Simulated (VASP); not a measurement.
Method: r2SCAN meta-GGA, VASP's PBE PAW potentials (set 64) (plane waves; VASP).

A VASP calculation is set up with these files.

File POSCAR:
```
CsBr
1
    4.2223850000     0.0000000000     0.0000000000
    0.0000000000     4.1885590000     0.0000000000
    0.0000000000     0.0000000000     4.3024850000
Cs Br
1 1
Direct
  0.0000000000   0.0000000000   0.0000000000
  0.5125570000   0.5000000000   0.5000000000
```

INCAR:
```
ENCUT  =  400   # plane-wave cut-off (eV)
ISIF  =  2   # forces and stress, cell fixed
LWAVE  =  .FALSE.
LMIXTAU  =  .TRUE.
LASPH  =  .TRUE.
ALGO  =  Normal   # blocked Davidson
SIGMA  =  0.05
LREAL  =  .FALSE.   # projection in real space or not
PREC  =  Accurate
ISMEAR  =  0
SYSTEM  =  CsBr
METAGGA  =  R2SCAN
LMAXMIX  =  4   # l cut-off of mixed one-centre charges
NELM  =  100   # most electronic steps
EDIFF  =  1E-6   # SCF stop (eV)
LCHARG  =  .FALSE.
```

File KPOINTS:
```
Automatic
0
gamma
 6 6 6
```

POTCAR, in this order: Cs_sv Br (PBE.64 set). Program: vasp_std.

Unless said otherwise, spin-orbit coupling is left out, though it shifts the bands of the heavy elements here.

Task: Estimate the energy per atom (σ→0), pressure, largest force, band gap (on the k-mesh).

Result: 
```
Item                               Result
------------------------  ---------------
energy per atom (σ→0)     -21.151 eV/atom
band gap (on the k-mesh)          5.25 eV
pressure                        11.0 kbar
largest force                  0.064 eV/Å
```

OSZICAR:
```
...
DAV:  13    -0.422989115922E+02    0.39222E-03   -0.22726E-04  1884   0.161E-01    0.294E-02
DAV:  14    -0.423010053893E+02   -0.20938E-02   -0.97515E-04  1600   0.387E-01    0.697E-03
DAV:  15    -0.423010258364E+02   -0.20447E-04   -0.32168E-05  1808   0.701E-02    0.488E-03
DAV:  16    -0.423010321470E+02   -0.63107E-05   -0.14263E-06  1304   0.150E-02    0.421E-03
DAV:  17    -0.423010257328E+02    0.64143E-05   -0.62995E-06  1704   0.284E-02    0.913E-04
DAV:  18    -0.423010356891E+02   -0.99563E-05   -0.43477E-06  1636   0.279E-02    0.740E-04
DAV:  19    -0.423010356553E+02    0.33765E-07   -0.63436E-08   992   0.265E-03
   1 F= -.42301036E+02 E0= -.42301036E+02  d E =-.459209E-14
```

The compound is CsBr in the CsCl type structure. The cell was not relaxed at this level, atoms are displaced from their ideal sites. The run is one of a series of settings (GGA removed, LMIXTAU = .TRUE., METAGGA = R2SCAN against the base run), some of them coarse on purpose.
